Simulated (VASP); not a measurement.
Output of a VASP run:

OUTCAR:
```
 ion  position               nearest neighbor table
   1  0.500  0.500  0.500-   3 2.88   4 2.88   5 2.88   3 2.88   4 2.88   4 2.88   5 2.88   4 2.88
                             3 2.88   5 2.88   3 2.88   5 2.88   2 3.53   2 3.53   2 3.53   2 3.53
   2  0.000  0.000  0.000-   3 2.04   4 2.04   5 2.04   5 2.04   3 2.04   4 2.04   1 3.53   1 3.53
                             1 3.53   1 3.53   1 3.53   1 3.53   1 3.53   1 3.53
   3  0.000  0.500  0.000-   2 2.04   2 2.04   1 2.88   1 2.88   1 2.88   1 2.88
   4  0.500  0.000  0.000-   2 2.04   2 2.04   1 2.88   1 2.88   1 2.88   1 2.88
   5  0.000  0.000  0.500-   2 2.04   2 2.04   1 2.88   1 2.88   1 2.88   1 2.88
  LATTYP: Found a simple cubic cell.
 ALAT       =     4.0767750000
 Subroutine PRICEL returns:
 Original cell was already a primitive cell.
 Subroutine GETGRP returns: Found 48 space group operations
The static configuration has the point symmetry O_h .
The dynamic configuration has the point symmetry O_h .
 Subroutine INISYM returns: Found 48 space group operations
 Subroutine IBZKPT returns following result:
 Found     20 irreducible k-points:

 Following reciprocal coordinates:
            Coordinates               Weight
  0.000000  0.000000  0.000000      1.000000
  0.166667  0.000000  0.000000      6.000000
  0.333333  0.000000  0.000000      6.000000
  0.500000  0.000000  0.000000      3.000000
  0.166667  0.166667  0.000000     12.000000
  0.333333  0.166667  0.000000     24.000000
  0.500000  0.166667  0.000000     12.000000
  0.333333  0.333333  0.000000     12.000000
  0.500000  0.333333  0.000000     12.000000
  0.500000  0.500000  0.000000      3.000000
  0.166667  0.166667  0.166667      8.000000
  0.333333  0.166667  0.166667     24.000000
  0.500000  0.166667  0.166667     12.000000
  0.333333  0.333333  0.166667     24.000000
  0.500000  0.333333  0.166667     24.000000
  0.500000  0.500000  0.166667      6.000000
  0.333333  0.333333  0.333333      8.000000
  0.500000  0.333333  0.333333     12.000000
  0.500000  0.500000  0.333333      6.000000
  0.500000  0.500000  0.500000      1.000000
   k-points           NKPTS =     20   k-points in BZ     NKDIM =     20   number of bands    NBANDS=     23
   number of dos      NEDOS =    301   number of ions     NIONS =      5
   total plane-waves  NPLWV =  21952
   dimension x,y,z NGX =    28 NGY =   28 NGZ =   28
   dimension x,y,z NGXF=    56 NGYF=   56 NGZF=   56
   ions per type =               1   1   3
   PREC   = accura    normal or accurate (medium, high low for compatibility)
   ISTART =      0    job   : 0-new  1-cont  2-samecut
   ICHARG =      2    charge: 1-file 2-atom 10-const
   ISPIN  =      1    spin polarized calculation?
   LNONCOLLINEAR =      F non collinear calculations
   LSORBIT =      F    spin-orbit coupling
   INIWAV =      1    electr: 0-lowe 1-rand  2-diag
   ENCUT  =  400.0 eV  29.40 Ry    5.42 a.u.   6.65  6.65  6.65*2*pi/ulx,y,z
   NELM   =    100;   NELMIN=  2; NELMDL= -5     # of ELM steps
   EDIFF  = 0.1E-05   stopping-criterion for ELM
   LREAL  =      F    real-space projection
   NLSPLINE    = F    spline interpolate recip. space projectors
   LMAXMIX     =    6 max onsite mixed and CHGCAR
   VOSKOWN=      0    Vosko Wilk Nusair interpolation
   EDIFFG = 0.1E-04   stopping-criterion for IOM
   NSW    =      0    number of steps for IOM
   NBLOCK =      1;   KBLOCK =      1    inner block; outer block
   IBRION =     -1    ionic relax: 0-MD 1-quasi-New 2-CG
   NFREE  =      0    steps in history (QN), initial steepest desc. (CG)
   ISIF   =      2    stress and relaxation
   ISYM   =      2    0-nonsym 1-usesym 2-fastsym
   TEIN   =    0.0    initial temperature
   TEBEG  =    0.0;   TEEND  =   0.0 temperature during run
   SMASS  =  -3.00    Nose mass-parameter (am)
   PSTRESS=    0.0 pullay stress
   NELECT =      38.0000    total number of electrons
   EFERMI =   0.00;   METHOD = LEGACY
   ISMEAR =     0;   SIGMA  =   0.01  broadening in eV -4-tet -1-fermi 0-gaus
   IALGO  =     38    algorithm
   LDIAG  =      T    sub-space diagonalisation (order eigenvalues)
   IMIX   =      4    mixing-type and parameters
     AMIX     =   0.40;   BMIX     =  1.00
     AMIX_MAG =   1.60;   BMIX_MAG =  1.00
...
```

File OSZICAR:
```
       N       E                     dE             d eps       ncg     rms          rms(c)
DAV:   1     0.288791223607E+03    0.28879E+03   -0.18639E+04   920   0.135E+03
DAV:   2    -0.338143620013E+02   -0.32261E+03   -0.31831E+03  1155   0.407E+02
DAV:   3    -0.493513761578E+02   -0.15537E+02   -0.15504E+02  1364   0.899E+01
DAV:   4    -0.498043970010E+02   -0.45302E+00   -0.45273E+00  1431   0.987E+00
DAV:   5    -0.498080139828E+02   -0.36170E-02   -0.36168E-02  1285   0.829E-01    0.316E+01
DAV:   6    -0.413306917913E+02    0.84773E+01   -0.44491E+01  1123   0.444E+01    0.126E+01
DAV:   7    -0.411480644353E+02    0.18263E+00   -0.25744E+00  1160   0.103E+01    0.813E+00
DAV:   8    -0.410926138234E+02    0.55451E-01   -0.45995E-01  1199   0.571E+00    0.146E+00
DAV:   9    -0.410826637484E+02    0.99501E-02   -0.33333E-02  1323   0.133E+00    0.279E-01
DAV:  10    -0.410816636667E+02    0.10001E-02   -0.10744E-02  1204   0.716E-01    0.618E-02
DAV:  11    -0.410817238781E+02   -0.60211E-04   -0.60674E-04  1251   0.177E-01    0.347E-02
DAV:  12    -0.410817531667E+02   -0.29289E-04   -0.73454E-05  1288   0.722E-02    0.147E-02
DAV:  13    -0.410817524174E+02    0.74935E-06   -0.13414E-05  1275   0.310E-02    0.276E-03
DAV:  14    -0.410817524371E+02   -0.19743E-07   -0.71619E-07   792   0.673E-03
   1 F= -.41081752E+02 E0= -.41081752E+02  d E =-.247908E-25
```

OUTCAR:
```
------------------------ aborting loop because EDIFF is reached ----------------------------------------
  FORCE on cell =-STRESS in cart. coord.  units (eV):
  Direction    XX          YY          ZZ          XY          YZ          ZX
  --------------------------------------------------------------------------------------
  Total       -4.4785947     -4.4785947     -4.4785947      0.0000000      0.0000000     -0.0000000
  in kB     -105.9015007   -105.9015007   -105.9015007      0.0000000      0.0000000     -0.0000000
  external PRESSURE =    -105.9015007 kB  Pullay stress =       0.0000000 kB
  volume of cell :       67.76
      direct lattice vectors                 reciprocal lattice vectors
     4.076775000  0.000000000  0.000000000     0.245291928  0.000000000  0.000000000
     0.000000000  4.076775000  0.000000000     0.000000000  0.245291928  0.000000000
     0.000000000  0.000000000  4.076775000     0.000000000  0.000000000  0.245291928
 POSITION                                       TOTAL-FORCE (eV/Angst)
 -----------------------------------------------------------------------------------
      2.03839      2.03839      2.03839         0.000000      0.000000      0.000000
      0.00000      0.00000      0.00000         0.000000      0.000000      0.000000
      0.00000      2.03839      0.00000         0.000000      0.000000      0.000000
      2.03839      0.00000      0.00000         0.000000      0.000000      0.000000
      0.00000      0.00000      2.03839         0.000000      0.000000      0.000000
 -----------------------------------------------------------------------------------
    total drift:                                0.000000      0.000000     -0.000000
  FREE ENERGIE OF THE ION-ELECTRON SYSTEM (eV)
  ---------------------------------------------------
  free  energy   TOTEN  =       -41.0817524371 eV

  energy  without entropy=      -41.0817524371  energy(sigma->0) =      -41.08175244
```
(Selected blocks of OUTCAR.)

**POSCAR**
```
KTaO3
1
    4.0767750000     0.0000000000     0.0000000000
    0.0000000000     4.0767750000     0.0000000000
    0.0000000000     0.0000000000     4.0767750000
K Ta O
1 1 3
Direct
  0.5000000000   0.5000000000   0.5000000000
  0.0000000000   0.0000000000   0.0000000000
  0.0000000000   0.5000000000   0.0000000000
  0.5000000000   0.0000000000   0.0000000000
  0.0000000000   0.0000000000   0.5000000000
```

Question: Write an INCAR and KPOINTS that could have produced this output.

Answer: This is not unique; one that fits is the input of the run itself, PBE GGA, plane waves, VASP's PBE PAW potentials (set 64).

**KPOINTS**
```
Automatic mesh
0
Gamma
6 6 6
0 0 0
```

**INCAR**
```
# general
SYSTEM =KTaO3
PREC   =Accurate
ENCUT  =400
LREAL  =.FALSE.
LASPH  =.TRUE.

# electronic loop
EDIFF  =1E-6
NELM   =100
ALGO   =Normal
LMAXMIX=6

# smearing
ISMEAR =0
SIGMA  =0.01

# functional
GGA    =PE

# ions
ISIF   =2

# output
LWAVE  =.FALSE.
LCHARG =.FALSE.
```

POTCAR, in this order: K_sv Ta_pv O (PBE.64 set). Program: vasp_std.

At this cut-off the stress carries a Pulay error, which pulls relaxed volumes low.

The structure comes from a computed database's KTaO3 entry; how it stands against other phases isn't given here. The cell was not relaxed at this level.
